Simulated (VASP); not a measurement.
```
TiN
1.0
    0.00000     2.10398     2.10398
    2.10398     0.00000     2.10398
    2.10398     2.10398     0.00000
Ti N
1 1
Direct
  0.00000   0.00000   0.00000
  0.50000   0.50000   0.50000
```

Method: PBE GGA with D3 dispersion (Becke-Johnson damping), VASP's PBE PAW potentials (set 64) (plane waves; VASP 6.6.1). Settings: 520 eV cut-off, Gaussian smearing of 0.050 eV, potentials Ti_sv N.

Problem. Give the energies of bands 6 to 11 at the high-symmetry points, in eV from the Fermi level.

Solution. 
```csv
band,Γ,X,U,L,W
6,-2.09,-5.90,-5.93,-8.24,-5.57
7,-2.09,-3.28,-5.80,-5.62,-5.57
8,-2.09,-3.28,-4.56,-5.62,-5.49
9,-0.65,-3.18,-0.49,1.74,0.94
10,-0.65,1.69,2.04,1.74,0.94
11,-0.65,2.46,2.38,2.43,2.47
```

It has no gap at this level: it comes out as a metal or semimetal.

The compound is TiN in the rock salt structure. It was relaxed first. The electron count is odd and the run is not spin-polarised, which forces a metal.
